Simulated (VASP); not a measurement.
OSZICAR of a VASP run on MnO (space group Fm-3m):

**OSZICAR**
```
       N       E                     dE             d eps       ncg     rms          rms(c)
DAV:   1     0.407147280705E+03    0.40715E+03   -0.19514E+04  4263   0.172E+03
DAV:   2     0.102123171966E+02   -0.39693E+03   -0.38959E+03  4161   0.511E+02
DAV:   3    -0.331165999697E+02   -0.43329E+02   -0.42549E+02  5733   0.160E+02
DAV:   4    -0.341076007196E+02   -0.99100E+00   -0.98995E+00  4468   0.257E+01
DAV:   5    -0.341228339253E+02   -0.15233E-01   -0.15229E-01  5011   0.354E+00    0.208E+01
DAV:   6    -0.306163360935E+02    0.35065E+01   -0.36189E+01  5057   0.540E+01    0.172E+01
DAV:   7    -0.313944338318E+02   -0.77810E+00   -0.33857E+00  4433   0.215E+01    0.109E+01
DAV:   8    -0.311869193866E+02    0.20751E+00   -0.20028E+00  4867   0.109E+01    0.601E+00
DAV:   9    -0.314353968122E+02   -0.24848E+00   -0.31229E-01  4876   0.560E+00    0.110E+00
DAV:  10    -0.314444654330E+02   -0.90686E-02   -0.42227E-02  4571   0.185E+00    0.418E-01
DAV:  11    -0.314431494905E+02    0.13159E-02   -0.11954E-02  4895   0.725E-01    0.198E-01
DAV:  12    -0.314436060385E+02   -0.45655E-03   -0.13241E-03  4748   0.280E-01    0.567E-02
DAV:  13    -0.314435895267E+02    0.16512E-04   -0.79846E-05  4720   0.910E-02    0.458E-02
DAV:  14    -0.314436051939E+02   -0.15667E-04   -0.58596E-05  5143   0.724E-02    0.131E-02
DAV:  15    -0.314436076055E+02   -0.24115E-05   -0.11394E-05  4993   0.292E-02    0.494E-03
DAV:  16    -0.314436074755E+02    0.12993E-06   -0.64392E-07  2325   0.896E-03
   1 F= -.31443607E+02 E0= -.31443607E+02  d E =-.198882E-14  mag=     0.0000
```

**Question.** Which electronic solver shows in the log?

**Answer.** It is blocked Davidson (ALGO = Normal, or the opening steps of other solvers). The INCAR had ALGO = Normal.

**Question.** How was spin treated?

**Answer.** Collinear spin (ISPIN = 2): the summary line carries one mag value, 0.00 μB in the cell.

**Question.** Can the final energy be trusted as converged?

**Answer.** The calculation finished and met its thresholds. It stopped with EDIFF = 1E-6, NELM = 100 (PBE GGA + U (Dudarev), plane waves, VASP's PBE PAW potentials (set 64)).

The structure is a typed MnO crystal. The cell was not relaxed at this level. The run is one of a series of settings (LDAU = .TRUE., LDAUJ = 0 0, LDAUL = 2 -1, LDAUTYPE = 2, LDAUU = 3.0 0 against the base run), some of them coarse on purpose.
